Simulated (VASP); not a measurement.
VASP input:

POSCAR:
```
Pt3Ti
1
    3.9200000000     0.0000000000     0.0000000000
    0.0000000000     3.9200000000     0.0000000000
    0.0000000000     0.0000000000     3.9200000000
Ti Pt
1 3
Direct
  0.0000000000   0.0000000000   0.0000000000
  0.0000000000   0.5000000000   0.5000000000
  0.5000000000   0.0000000000   0.5000000000
  0.5000000000   0.5000000000   0.0000000000
```

**KPOINTS**
```
Automatic mesh
0
Gamma
2 2 2
0 0 0
```

**INCAR**
```
SYSTEM = Pt3Ti
PREC = Accurate
ENCUT = 400
EDIFF = 1E-6
NELM = 100
ALGO = Normal
LREAL = .FALSE.
LASPH = .TRUE.
ISMEAR = 0
SIGMA = 0.001
GGA = PE
LMAXMIX = 6
LWAVE = .FALSE.
LCHARG = .FALSE.
ISIF = 2
```

POTCAR, in this order: Ti_sv Pt (PBE.64 set). Program: vasp_std.

What VASP printed:

standard output:
```
...
DAV:  32    -0.285478596140E+02    0.60619E-02   -0.95522E-03   259   0.266E-01    0.459E+00
DAV:  33    -0.285547189038E+02   -0.68593E-02   -0.83467E-02   259   0.254E-01    0.367E+00
DAV:  34    -0.285464474696E+02    0.82714E-02   -0.70352E-04   259   0.237E-01    0.307E-01
DAV:  35    -0.285476131607E+02   -0.11657E-02   -0.32690E-05   242   0.541E-02    0.357E+00
DAV:  36    -0.285515723041E+02   -0.39591E-02   -0.42516E-02   275   0.140E-01    0.503E+00
DAV:  37    -0.285506256734E+02    0.94663E-03   -0.64128E-02   283   0.260E-01    0.363E+00
DAV:  38    -0.285499281339E+02    0.69754E-03   -0.27244E-02   283   0.238E-01    0.502E+00
DAV:  39    -0.285518242359E+02   -0.18961E-02   -0.75878E-02   283   0.243E-01    0.365E+00
DAV:  40    -0.285468703189E+02    0.49539E-02   -0.58604E-04   258   0.223E-01    0.187E+00
DAV:  41    -0.285493132690E+02   -0.24430E-02   -0.17657E-04   258   0.125E-01    0.361E+00
DAV:  42    -0.285493396953E+02   -0.26426E-04   -0.22868E-02   267   0.168E-01    0.501E+00
DAV:  43    -0.285508964132E+02   -0.15567E-02   -0.66722E-02   258   0.237E-01    0.364E+00
DAV:  44    -0.285479064512E+02    0.29900E-02   -0.96434E-03   258   0.226E-01    0.464E+00
DAV:  45    -0.285520015863E+02   -0.40951E-02   -0.64444E-02   258   0.220E-01    0.365E+00
DAV:  46    -0.285465068764E+02    0.54947E-02   -0.48159E-04   258   0.210E-01    0.104E+00
DAV:  47    -0.285487634455E+02   -0.22566E-02   -0.91943E-05   258   0.939E-02    0.361E+00
DAV:  48    -0.285484744967E+02    0.28895E-03   -0.15705E-02   275   0.140E-01    0.500E+00
DAV:  49    -0.285498505083E+02   -0.13760E-02   -0.56345E-02   258   0.220E-01    0.363E+00
DAV:  50    -0.285478578875E+02    0.19926E-02   -0.91224E-03   258   0.212E-01    0.458E+00
DAV:  51    -0.285511103365E+02   -0.32524E-02   -0.55464E-02   258   0.209E-01    0.364E+00
DAV:  52    -0.285466858821E+02    0.44245E-02   -0.44257E-04   258   0.204E-01    0.156E+00
DAV:  53    -0.285488510932E+02   -0.21652E-02   -0.12568E-04   258   0.109E-01    0.361E+00
DAV:  54    -0.285475324768E+02    0.13186E-02   -0.70244E-03   258   0.140E-01    0.428E+00
DAV:  55    -0.285493373180E+02   -0.18048E-02   -0.34236E-02   258   0.191E-01    0.362E+00
DAV:  56    -0.285467964849E+02    0.25408E-02   -0.31412E-04   258   0.179E-01    0.177E+00
DAV:  57    -0.285470896414E+02   -0.29316E-03   -0.89101E-05   242   0.996E-02    0.304E+00
DAV:  58    -0.285478359037E+02   -0.74626E-03   -0.81516E-03   258   0.113E-01    0.457E+00
DAV:  59    -0.285487713813E+02   -0.93548E-03   -0.37026E-02   258   0.184E-01    0.362E+00
DAV:  60    -0.285469917975E+02    0.17796E-02   -0.32563E-04   258   0.184E-01    0.233E+00
DAV:  61    -0.285473158770E+02   -0.32408E-03   -0.12205E-04   250   0.115E-01    0.346E+00
DAV:  62    -0.285481055268E+02   -0.78965E-03   -0.11520E-02   258   0.136E-01    0.488E+00
DAV:  63    -0.285482937131E+02   -0.18819E-03   -0.39346E-02   258   0.192E-01    0.361E+00
DAV:  64    -0.285468750125E+02    0.14187E-02   -0.30038E-04   250   0.182E-01    0.190E+00
DAV:  65    -0.285470314298E+02   -0.15642E-03   -0.90554E-05   242   0.101E-01    0.293E+00
DAV:  66    -0.285473378483E+02   -0.30642E-03   -0.29249E-03   242   0.107E-01    0.345E+00
DAV:  67    -0.285472120725E+02    0.12578E-03   -0.92048E-03   242   0.140E-01    0.351E+00
DAV:  68    -0.285473274978E+02   -0.11543E-03   -0.36584E-03   242   0.151E-01    0.356E+00
DAV:  69    -0.285471800709E+02    0.14743E-03   -0.10450E-02   242   0.145E-01    0.350E+00
DAV:  70    -0.285472538272E+02   -0.73756E-04   -0.26870E-03   242   0.150E-01    0.332E+00
DAV:  71    -0.285468939859E+02    0.35984E-03   -0.66474E-03   241   0.137E-01    0.305E+00
DAV:  72    -0.285471057200E+02   -0.21173E-03   -0.14829E-04   233   0.131E-01    0.256E+00
DAV:  73    -0.285467177904E+02    0.38793E-03   -0.10443E-04   233   0.110E-01    0.200E+00
DAV:  74    -0.285469396486E+02   -0.22186E-03   -0.67556E-05   233   0.894E-02    0.168E+00
DAV:  75    -0.285466930096E+02    0.24664E-03   -0.43592E-05   233   0.712E-02    0.118E+00
DAV:  76    -0.285467822427E+02   -0.89233E-04   -0.24748E-05   233   0.545E-02    0.130E+00
DAV:  77    -0.285467415248E+02    0.40718E-04   -0.20867E-05   233   0.491E-02    0.147E+00
DAV:  78    -0.285467999459E+02   -0.58421E-04   -0.28947E-05   233   0.582E-02    0.142E+00
DAV:  79    -0.285467210288E+02    0.78917E-04   -0.28475E-05   233   0.579E-02    0.131E+00
DAV:  80    -0.285467785789E+02   -0.57550E-04   -0.25048E-05   233   0.546E-02    0.132E+00
DAV:  81    -0.285467036061E+02    0.74973E-04   -0.22745E-05   233   0.519E-02    0.107E+00
DAV:  82    -0.285467376335E+02   -0.34027E-04   -0.17996E-05   233   0.466E-02    0.106E+00
DAV:  83    -0.285467121909E+02    0.25443E-04   -0.14292E-05   233   0.412E-02    0.998E-01
DAV:  84    -0.285467271097E+02   -0.14919E-04   -0.13926E-05   225   0.409E-02    0.968E-01
DAV:  85    -0.285467098730E+02    0.17237E-04   -0.12377E-05   225   0.385E-02    0.903E-01
DAV:  86    -0.285467110400E+02   -0.11670E-05   -0.11075E-05   225   0.367E-02    0.775E-01
DAV:  87    -0.285467021726E+02    0.88674E-05   -0.84510E-06   224   0.320E-02    0.627E-01
DAV:  88    -0.285467046772E+02   -0.25046E-05   -0.57363E-06   200   0.265E-02    0.539E-01
DAV:  89    -0.285467008771E+02    0.38000E-05   -0.39433E-06   199   0.220E-02    0.435E-01
DAV:  90    -0.285467015330E+02   -0.65590E-06   -0.27310E-06   191   0.183E-02
   1 F= -.28546702E+02 E0= -.28546411E+02  d E =-.581445E-03
```

File OUTCAR:
```
------------------------ aborting loop because EDIFF is reached ----------------------------------------
  FORCE on cell =-STRESS in cart. coord.  units (eV):
  Direction    XX          YY          ZZ          XY          YZ          ZX
  --------------------------------------------------------------------------------------
  Total        2.5073656      2.5073656      2.5073656      0.0000000      0.0000000      0.0000000
  in kB       66.6914311     66.6914311     66.6914311      0.0000000      0.0000000      0.0000000
  external PRESSURE =      66.6914311 kB  Pullay stress =       0.0000000 kB
  volume of cell :       60.24
      direct lattice vectors                 reciprocal lattice vectors
     3.920000000  0.000000000  0.000000000     0.255102041  0.000000000  0.000000000
     0.000000000  3.920000000  0.000000000     0.000000000  0.255102041  0.000000000
     0.000000000  0.000000000  3.920000000     0.000000000  0.000000000  0.255102041
 POSITION                                       TOTAL-FORCE (eV/Angst)
 -----------------------------------------------------------------------------------
      0.00000      0.00000      0.00000         0.000000      0.000000      0.000000
      0.00000      1.96000      1.96000         0.000000      0.000000      0.000000
      1.96000      0.00000      1.96000         0.000000      0.000000      0.000000
      1.96000      1.96000      0.00000         0.000000      0.000000      0.000000
 -----------------------------------------------------------------------------------
    total drift:                                0.000000      0.000000      0.000000
  FREE ENERGIE OF THE ION-ELECTRON SYSTEM (eV)
  ---------------------------------------------------
  free  energy   TOTEN  =       -28.5467015330 eV

  energy  without entropy=      -28.5461200876  energy(sigma->0) =      -28.54641081
```
(Selected blocks of OUTCAR.)

The run ends quietly. Is anything wrong with it?

The cause: a metal was run with a tiny SIGMA on a coarse mesh. The run ends without an error. Against the sound run, the energy per atom (σ→0) rises by 0.244 eV/atom; the pressure goes up by 1.91 GPa. To mend it, set ISMEAR = 1, set SIGMA = 0.1, correct KPOINTS.
File KPOINTS:
```
Automatic mesh
0
Gamma
6 6 6
0 0 0
```
The mended run (PBE GGA, plane waves, VASP's PBE PAW potentials (set 64)) converges, and its OSZICAR ends with
```
   1 F= -.29520548E+02 E0= -.29520989E+02  d E =0.132220E-02
```

The compound is Pt3Ti in the L1_2 structure. The cell was not relaxed at this level.
